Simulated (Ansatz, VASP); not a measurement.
# Si9O8 (amorphous SiO0.89): VASP beside Ansatz

Aim: how closely do two programs agree when they are given the same cell, functional and k mesh? The structure shown is the start of the Ansatz relaxation below; VASP solves that cell, so the two are compared at the walk's first step.

Program: Ansatz 0.2.0. Level of theory: plane waves, with VASP 6.6.1 beside it; single point at PBE. Results are calculated unless marked as measured.

### 1. The structure

The cell holds 85 atoms: 45 Si and 40 O. Its edges and angles: a = 11.250 Å, b = 11.250 Å, c = 11.250 Å, α = 90.0°, β = 90.0°, γ = 90.0°. 85 atoms (45 Si, 40 O) packed at random and pushed apart as soft spheres at 2.22 g/cm^3; MD (Langevin at fixed volume unless said) with the MACE-MP-0b2 small potential (Batatia et al., arXiv:2401.00096), steps of 1.5 fs: 0.525 ps at 3200 K, 3200 to 1920 K in 0.525 ps, 1920 to 300 K in 1.5 ps; then atoms relaxed.

### 2. Ansatz: relaxation, PBE

Ansatz runs on its default PAW (the set named soft_2) files.

The two programs are compared at the cell with which this relaxation starts, whose forces are those of its first step.

Contents of input.yaml:

```yaml
crystal:
  lattice:
    - [11.25049, 0.0, 0.0]
    - [0.0, 11.25049, 0.0]
    - [0.0, 0.0, 11.25049]
  atoms:
    - { symbol: Si, position: [0.16915, 0.9977, 0.10568] }
    - { symbol: Si, position: [0.38108, 0.54089, 0.52991] }
    - { symbol: Si, position: [0.72323, 0.69041, 0.94394] }
    - { symbol: Si, position: [0.65536, 0.88701, 0.52885] }
    - { symbol: Si, position: [0.30389, 0.74642, 0.22211] }
    - { symbol: Si, position: [0.67449, 0.14667, 0.27619] }
    - { symbol: Si, position: [0.61738, 0.51739, 0.28855] }
    - { symbol: Si, position: [0.92177, 0.09794, 0.60341] }
    - { symbol: Si, position: [0.65387, 0.09589, 0.53902] }
    - { symbol: Si, position: [0.16012, 0.75485, 0.96447] }
    - { symbol: Si, position: [0.9844, 0.10115, 0.11038] }
    - { symbol: Si, position: [0.38007, 0.45475, 0.90536] }
    - { symbol: Si, position: [0.6912, 0.79103, 0.73618] }
    - { symbol: Si, position: [0.50127, 0.87697, 0.6747] }
    - { symbol: Si, position: [0.46709, 0.92143, 0.94175] }
    - { symbol: Si, position: [0.87339, 0.95595, 0.81235] }
    - { symbol: Si, position: [0.98214, 0.77692, 0.77852] }
    - { symbol: Si, position: [0.56984, 0.4562, 0.55574] }
    - { symbol: Si, position: [0.0715, 0.22138, 0.51121] }
    - { symbol: Si, position: [0.04082, 0.49535, 0.94048] }
    - { symbol: Si, position: [0.83534, 0.98324, 0.01869] }
    - { symbol: Si, position: [0.20568, 0.43307, 0.57869] }
    - { symbol: Si, position: [0.03916, 0.91959, 0.44988] }
    - { symbol: Si, position: [0.88206, 0.58564, 0.81771] }
    - { symbol: Si, position: [0.71973, 0.35298, 0.1986] }
    - { symbol: Si, position: [0.10521, 0.10094, 0.33743] }
    - { symbol: Si, position: [0.80777, 0.79393, 0.11081] }
    - { symbol: Si, position: [0.32046, 0.00387, 0.31097] }
    - { symbol: Si, position: [0.3505, 0.51282, 0.33267] }
    - { symbol: Si, position: [0.80968, 0.54996, 0.62052] }
    - { symbol: Si, position: [0.26989, 0.97923, 0.92999] }
    - { symbol: Si, position: [0.27407, 0.13088, 0.77826] }
    - { symbol: Si, position: [0.03425, 0.37242, 0.11316] }
    - { symbol: Si, position: [0.56939, 0.08284, 0.0387] }
    - { symbol: Si, position: [0.69433, 0.73115, 0.29283] }
    - { symbol: Si, position: [0.57776, 0.28337, 0.9794] }
    - { symbol: Si, position: [0.46568, 0.70574, 0.99391] }
    - { symbol: Si, position: [0.1214, 0.80135, 0.15749] }
    - { symbol: Si, position: [0.19263, 0.38832, 0.84955] }
    - { symbol: Si, position: [0.91408, 0.43734, 0.27372] }
    - { symbol: Si, position: [0.87488, 0.69565, 0.38536] }
    - { symbol: Si, position: [0.2195, 0.28638, 0.21753] }
    - { symbol: Si, position: [0.97993, 0.40019, 0.47178] }
    - { symbol: Si, position: [0.27002, 0.95084, 0.56972] }
    - { symbol: Si, position: [0.49976, 0.29749, 0.73886] }
    - { symbol: O, position: [0.39424, 0.59879, 0.92338] }
    - { symbol: O, position: [0.71251, 0.06352, 0.00721] }
    - { symbol: O, position: [0.36325, 0.85879, 0.63302] }
    - { symbol: O, position: [0.8754, 0.42889, 0.57125] }
    - { symbol: O, position: [0.4109, 0.72256, 0.12724] }
    - { symbol: O, position: [0.93424, 0.96576, 0.5409] }
    - { symbol: O, position: [0.1995, 0.28607, 0.55874] }
    - { symbol: O, position: [0.97945, 0.11605, 0.25919] }
    - { symbol: O, position: [0.97311, 0.80338, 0.3876] }
    - { symbol: O, position: [0.47546, 0.51059, 0.25823] }
    - { symbol: O, position: [0.84152, 0.65451, 0.52272] }
    - { symbol: O, position: [0.02569, 0.80363, 0.91678] }
    - { symbol: O, position: [0.15397, 0.87289, 0.52995] }
    - { symbol: O, position: [0.46068, 0.37112, 0.99716] }
    - { symbol: O, position: [0.63255, 0.45951, 0.42429] }
    - { symbol: O, position: [0.28342, 0.38385, 0.30518] }
    - { symbol: O, position: [0.57101, 0.08947, 0.18733] }
    - { symbol: O, position: [0.22487, 0.05266, 0.66552] }
    - { symbol: O, position: [0.13471, 0.60848, 0.96205] }
    - { symbol: O, position: [0.34369, 0.85448, 0.31133] }
    - { symbol: O, position: [0.9796, 0.24189, 0.0637] }
    - { symbol: O, position: [0.43415, 0.42414, 0.76966] }
    - { symbol: O, position: [0.26756, 0.62235, 0.28837] }
    - { symbol: O, position: [0.73865, 0.93276, 0.75587] }
    - { symbol: O, position: [0.60023, 0.6395, 0.01243] }
    - { symbol: O, position: [0.33389, 0.02193, 0.46031] }
    - { symbol: O, position: [0.63231, 0.82323, 0.39683] }
    - { symbol: O, position: [0.40605, 0.1861, 0.74461] }
    - { symbol: O, position: [0.09452, 0.49084, 0.50047] }
    - { symbol: O, position: [0.61116, 0.14966, 0.40996] }
    - { symbol: O, position: [0.69263, 0.34244, 0.05226] }
    - { symbol: O, position: [0.66536, 0.53106, 0.64015] }
    - { symbol: O, position: [0.92831, 0.07601, 0.74738] }
    - { symbol: O, position: [0.91301, 0.58592, 0.29478] }
    - { symbol: O, position: [0.19032, 0.2413, 0.82429] }
    - { symbol: O, position: [0.60726, 0.27609, 0.83513] }
    - { symbol: O, position: [0.55502, 0.31832, 0.60557] }
    - { symbol: O, position: [0.49471, 0.9573, 0.79653] }
    - { symbol: O, position: [0.18447, 0.45909, 0.72004] }
    - { symbol: O, position: [0.78864, 0.14531, 0.56634] }
kpoints:
  mp_grid: { grid: [1, 1, 1] }
hamiltonian:
  xc: pbe
scf:
  occupations: { method: fermi_dirac, width: 0.025 }
output:
  forces: true
relax:
  f_tol: 0.04
  max_steps: 250
  cell: {}
```

The run is started by

```bash
$ ansatz run input.yaml --threads 4 --pin off --max-ram 8192MiB --backend cpu --events-out ev --progress --plain --runs-dir out
```

Numbers of over 12 decimals in the logs are rounded to 6 here.

Output:

```text
Engine: ansatz 0.2.0, aarch64-unknown-linux-gnu
Pseudopotentials: kind: paw
Pseudopotential: Si, paw, valence charge 4, recommended cutoff 420 eV (normal), Si.paw.azcp
Pseudopotential: O, paw, valence charge 6, recommended cutoff 420 eV (normal), O.paw.azcp
Functional definition: PBE
  parameter kappa = 0.804
  parameter beta = 0.066725
  exchange = pbe_x(kappa = kappa, mu = beta*pi^2/3)
  correlation = pbe_c(beta = beta)
Crystal: 85 atoms, lattice volume = 1424.014 Å³
Basis set: ecut = 420 eV, 27825 PW (Γ), exchange–correlation on 160×160×160 points (8 copies of the dense FFT grid, shifted against one another)
Bands: 295, of which v1, the nominal top of the filled ones, is band 210 counted from 1 (209 counted from 0)
Symmetry: 1 space group operations
Space group: P1 (ITA 1), of the structure as read, at distance tolerance 1.1e-4 Å
k-points: 1
Non-local potential: Si, projectors of the file, l = 0: 2, l = 1: 2, l = 2: 2
Non-local potential: O, projectors of the file, l = 0: 2, l = 1: 2, l = 2: 1
PAW form: soft (Blöchl's): semilocal exchange-correlation on the pseudo side does not see the compensation charge
PAW one-centre angular grid: Si, 110 points (default); XC on 64 Gauss nodes
PAW one-centre angular grid: O, 110 points (default); XC on 64 Gauss nodes
Initial density: superposition of atomic densities (neutral atoms: chi_scale 0, normalization atom), corrected by the library's trained network
Initial wavefunctions: pseudopotential atomic-orbital guess
Functional: x = pbe(κ = 0.804, μ = 0.219515), c = pbe(β = 0.066725)
SCF iter   1: F=—  HF=-51335.290143 eV  |F-HF|=—  |Δ(HF+E_count)|=         —  Δρ=8.00e-3  dr2=3.55e0  ethr=1.77e-3  ⟨swp⟩=6.0  Hψ=1394  notcnv=0  defer=48
preconditioner: auto → LDOS  [insulator: Δε(μ)=0.146 eV  Ē_g=9.779 eV  σ=0.025 eV  W_gap=0.90  n_scr=250 (ndim 8)  ℏωp=18.1 eV  f_vac=0.094  D(μ)=9.12/eV (n_scr^D=26)  ε∞_Penn≈4.4  β→1.0]
SCF iter   2: F=—  HF=-51335.470680 eV  |F-HF|=—  |Δ(HF+E_count)|=   1.81e-1  Δρ=1.06e-2  dr2=8.33e0  ethr=8.46e-4  ⟨swp⟩=4.0  Hψ=535  notcnv=0  defer=74  recentre
SCF iter   3: F=—  HF=-51335.011527 eV  |F-HF|=—  |Δ(HF+E_count)|=   4.59e-1  Δρ=3.95e-3  dr2=1.16e0  ethr=8.46e-4  ⟨swp⟩=2.0  Hψ=278  notcnv=0  defer=74
SCF iter   4: F=—  HF=-51334.955435 eV  |F-HF|=—  |Δ(HF+E_count)|=   5.61e-2  Δρ=1.09e-3  dr2=6.65e-2  ethr=2.77e-4  ⟨swp⟩=1.0  Hψ=340  notcnv=0  defer=74
SCF iter   5: F=—  HF=-51334.953021 eV  |F-HF|=—  |Δ(HF+E_count)|=   2.41e-3  Δρ=5.11e-4  dr2=1.28e-2  ethr=1.58e-5  ⟨swp⟩=1.0  Hψ=219  notcnv=0  defer=76
SCF iter   6: F=—  HF=-51334.952293 eV  |F-HF|=—  |Δ(HF+E_count)|=   7.28e-4  Δρ=3.39e-4  dr2=3.74e-3  ethr=3.04e-6  ⟨swp⟩=2.0  Hψ=238  notcnv=0  defer=76
SCF iter   7: F=—  HF=-51334.951958 eV  |F-HF|=—  |Δ(HF+E_count)|=   3.35e-4  Δρ=2.35e-4  dr2=1.70e-3  ethr=8.91e-7  ⟨swp⟩=2.0  Hψ=393  notcnv=0  defer=76
SCF iter   8: F=—  HF=-51334.951817 eV  |F-HF|=—  |Δ(HF+E_count)|=   1.41e-4  Δρ=1.50e-4  dr2=8.76e-4  ethr=4.04e-7  ⟨swp⟩=2.0  Hψ=391  notcnv=0  defer=76
SCF iter   9: F=—  HF=-51334.951765 eV  |F-HF|=—  |Δ(HF+E_count)|=   5.20e-5  Δρ=7.93e-5  dr2=2.06e-4  ethr=2.09e-7  ⟨swp⟩=2.0  Hψ=281  notcnv=0  defer=76
SCF iter  10: F=—  HF=-51334.951747 eV  |F-HF|=—  |Δ(HF+E_count)|=   1.84e-5  Δρ=5.26e-5  dr2=8.58e-5  ethr=4.90e-8  ⟨swp⟩=2.0  Hψ=357  notcnv=0  defer=76
SCF iter  11: F=—  HF=-51334.950122 eV  |F-HF|=—  |Δ(HF+E_count)|=   1.63e-3  Δρ=4.09e-5  dr2=5.75e-5  ethr=2.04e-8  ⟨swp⟩=2.0  Hψ=356  notcnv=0  defer=76
SCF iter  12: F=—  HF=-51334.950119 eV  |F-HF|=—  |Δ(HF+E_count)|=   3.19e-6  Δρ=3.36e-5  dr2=4.00e-5  ethr=1.37e-8  ⟨swp⟩=2.0  Hψ=255  notcnv=0  defer=76
SCF iter  13: F=—  HF=-51334.950117 eV  |F-HF|=—  |Δ(HF+E_count)|=   1.90e-6  Δρ=2.82e-5  dr2=2.02e-5  ethr=9.52e-9  ⟨swp⟩=2.0  Hψ=388  notcnv=0  defer=76
SCF iter  14: F=—  HF=-51334.950114 eV  |F-HF|=—  |Δ(HF+E_count)|=   2.65e-6  Δρ=1.66e-5  dr2=9.15e-6  ethr=4.80e-9  ⟨swp⟩=2.0  Hψ=390  notcnv=0  defer=76
SCF iter  15: F=—  HF=-51334.950114 eV  |F-HF|=—  |Δ(HF+E_count)|=   4.29e-7  Δρ=1.22e-5  dr2=4.34e-6  ethr=2.18e-9  ⟨swp⟩=2.0  Hψ=357  notcnv=0  defer=76
SCF iter  16: F=—  HF=-51334.950113 eV  |F-HF|=—  |Δ(HF+E_count)|=   5.91e-7  Δρ=6.70e-6  dr2=1.35e-6  ethr=1.03e-9  ⟨swp⟩=2.0  Hψ=356  notcnv=0  defer=76
SCF iter  17: F=—  HF=-51334.950113 eV  |F-HF|=—  |Δ(HF+E_count)|=   6.56e-8  Δρ=4.72e-6  dr2=5.83e-7  ethr=3.21e-10  ⟨swp⟩=2.0  Hψ=393  notcnv=0  defer=76
SCF iter  18: F=—  HF=-51334.950113 eV  |F-HF|=—  |Δ(HF+E_count)|=   1.51e-8  Δρ=3.60e-6  dr2=3.16e-7  ethr=1.39e-10  ⟨swp⟩=2.0  Hψ=393  notcnv=0  defer=76
SCF iter  19: F=—  HF=-51334.950113 eV  |F-HF|=—  |Δ(HF+E_count)|=   2.77e-8  Δρ=1.97e-6  dr2=1.02e-7  ethr=7.52e-11  ⟨swp⟩=2.0  Hψ=391  notcnv=0  defer=76
SCF iter  20: F=-51334.950113 eV  HF=-51334.950113 eV  |F-HF|=3.52e-8  |Δ(HF+E_count)|=   2.78e-9  Δρ=1.44e-6  dr2=5.40e-8  ethr=2.38e-11  ⟨swp⟩=3.0  Hψ=721  notcnv=0
[...]
atom  64  O      0.01242855    -0.00099126    -0.00544620
  atom  65  O      0.00129610    -0.00334615    -0.00317255
  atom  66  O     -0.01195134     0.01418150    -0.00721585
  atom  67  O     -0.00015354    -0.00211518     0.00368621
  atom  68  O     -0.00140132     0.00544823     0.01151074
  atom  69  O     -0.00583050    -0.00850854    -0.00382370
  atom  70  O      0.00370122     0.00394915    -0.00619551
  atom  71  O      0.00412626     0.01093133     0.00530140
  atom  72  O      0.02703397    -0.00531792    -0.00282478
  atom  73  O      0.01634168    -0.02411611    -0.00028376
  atom  74  O      0.00531735     0.00358224     0.00657551
  atom  75  O      0.01149980     0.00940811     0.00582817
  atom  76  O      0.00675805     0.00359149    -0.00867998
  atom  77  O     -0.01153539     0.00461195     0.00580034
  atom  78  O      0.00436187     0.00749387    -0.00701517
  atom  79  O      0.00254495     0.01262187     0.01553393
  atom  80  O     -0.00270473    -0.01034061    -0.01114795
  atom  81  O      0.00019754     0.00120743    -0.00240578
  atom  82  O     -0.00700972    -0.00530900    -0.00069660
  atom  83  O      0.00896453    -0.01033984    -0.01183357
  atom  84  O     -0.00136400     0.00785941     0.00082366
  atom  85  O     -0.00185303     0.00312397     0.00306046
  max |Σ_I F_I| component: 5.26e-5 eV/Å
--- Stress (GPa, compression-positive) ---
        0.019475      -0.003208      -0.002328
       -0.003209       0.022774      -0.006447
       -0.002326      -0.006447       0.014820
  P = ⅓ Tr σ = 0.0190 GPa (0.190 kbar)
--- Relaxed structure (32 steps of the walk, 31 accepted, 2 SCFs on fresh bases) ---
  F+E_penalty+E_count = -51342.24916121 eV   max|allowed force component| = 3.791e-2 eV/Å   (the final SCF, on the basis selected at the relaxed cell)
  cell:  # Å, volume = 1384.2546 Å³
    - [11.173171, -0.363358, 0.00930954]
    - [-0.363358, 10.961970, 0.058373]
    - [0.00930954, 0.058373, 11.314405]
  atoms:
    - { symbol: Si, position: [0.172033, 1.015454, 0.102336] }
    - { symbol: Si, position: [0.384095, 0.573418, 0.521095] }
    - { symbol: Si, position: [0.735375, 0.696266, 0.956135] }
    - { symbol: Si, position: [0.641565, 0.819421, 0.473020] }
    - { symbol: Si, position: [0.252062, 0.736179, 0.195053] }
    - { symbol: Si, position: [0.647365, 0.151878, 0.248802] }
    - { symbol: Si, position: [0.618176, 0.514710, 0.280423] }
    - { symbol: Si, position: [0.940080, 0.085410, 0.641142] }
    - { symbol: Si, position: [0.707162, 0.024555, 0.504681] }
    - { symbol: Si, position: [0.130518, 0.776063, 0.907451] }
    - { symbol: Si, position: [0.997432, 0.123065, 0.130063] }
    - { symbol: Si, position: [0.392129, 0.452604, 0.901708] }
    - { symbol: Si, position: [0.701925, 0.818508, 0.766927] }
    - { symbol: Si, position: [0.532710, 0.894084, 0.646752] }
    - { symbol: Si, position: [0.463740, 0.921695, 0.922055] }
    - { symbol: Si, position: [0.856278, 0.979488, 0.868907] }
    - { symbol: Si, position: [0.908679, 0.783594, 0.798427] }
    - { symbol: Si, position: [0.556355, 0.460548, 0.545335] }
    - { symbol: Si, position: [0.077148, 0.216025, 0.531399] }
    - { symbol: Si, position: [0.052492, 0.501707, 0.941087] }
    - { symbol: Si, position: [0.835900, 0.997584, 0.071832] }
    - { symbol: Si, position: [0.215328, 0.445979, 0.573983] }
    - { symbol: Si, position: [0.034871, 0.909328, 0.485529] }
    - { symbol: Si, position: [0.863448, 0.571320, 0.850568] }
[...]
- { symbol: Si, position: [0.070507, 0.810374, 0.101922] }
    - { symbol: Si, position: [0.193349, 0.384622, 0.841695] }
    - { symbol: Si, position: [0.915128, 0.429994, 0.287573] }
    - { symbol: Si, position: [0.872303, 0.682659, 0.412114] }
    - { symbol: Si, position: [0.208779, 0.283324, 0.234978] }
    - { symbol: Si, position: [0.971147, 0.384624, 0.486916] }
    - { symbol: Si, position: [0.290008, 0.966758, 0.545733] }
    - { symbol: Si, position: [0.512598, 0.303151, 0.737950] }
    - { symbol: O, position: [0.409117, 0.599243, 0.928652] }
    - { symbol: O, position: [0.704388, 0.065381, 0.122831] }
    - { symbol: O, position: [0.397872, 0.885081, 0.585833] }
    - { symbol: O, position: [0.866702, 0.403857, 0.590107] }
    - { symbol: O, position: [0.373615, 0.747476, 0.108608] }
    - { symbol: O, position: [0.957977, 0.939114, 0.606914] }
    - { symbol: O, position: [0.207909, 0.292028, 0.560642] }
    - { symbol: O, position: [0.970676, 0.125224, 0.275924] }
    - { symbol: O, position: [0.978054, 0.792241, 0.413148] }
    - { symbol: O, position: [0.478955, 0.535647, 0.243646] }
    - { symbol: O, position: [0.862091, 0.635624, 0.550034] }
    - { symbol: O, position: [0.058622, 0.794688, 0.780579] }
    - { symbol: O, position: [0.169710, 0.876454, 0.528240] }
    - { symbol: O, position: [0.473508, 0.369699, 0.993748] }
    - { symbol: O, position: [0.628566, 0.457578, 0.416394] }
    - { symbol: O, position: [0.307787, 0.374611, 0.299083] }
    - { symbol: O, position: [0.513180, 0.111680, 0.188443] }
    - { symbol: O, position: [0.254306, 0.065845, 0.646138] }
    - { symbol: O, position: [0.149667, 0.626562, 0.921942] }
    - { symbol: O, position: [0.274473, 0.843820, 0.295238] }
    - { symbol: O, position: [0.985699, 0.261112, 0.075693] }
    - { symbol: O, position: [0.453181, 0.432071, 0.770555] }
    - { symbol: O, position: [0.251072, 0.600426, 0.256082] }
    - { symbol: O, position: [0.715646, 0.966225, 0.820502] }
[...]
- { symbol: O, position: [0.927726, 0.088325, 0.786388] }
    - { symbol: O, position: [0.913976, 0.580974, 0.314485] }
    - { symbol: O, position: [0.190995, 0.233604, 0.818037] }
    - { symbol: O, position: [0.625942, 0.290343, 0.830419] }
    - { symbol: O, position: [0.548089, 0.315083, 0.599100] }
    - { symbol: O, position: [0.486535, 0.946290, 0.778744] }
    - { symbol: O, position: [0.186107, 0.460189, 0.716517] }
    - { symbol: O, position: [0.810104, 0.111209, 0.573275] }
```

The column dr2 measures how far the density is from self-consistency, as an energy; F and HF (Harris–Foulkes) agree once it is small.

(Part 1 of 2 ends here.)

[Lines on the potential files, build, host, timing and source positions are cut from VASP's logs without a mark.]

[Logs are printed without paths, hosts, clocks, repeated set-up lines and the standing remarks that a program may print on its own settings, such as how far it seeks lower states.]

[Hosts, paths, dates, database ids (printed as entryN), source tags and the programs' standing remarks are cut or masked in the printed files.]
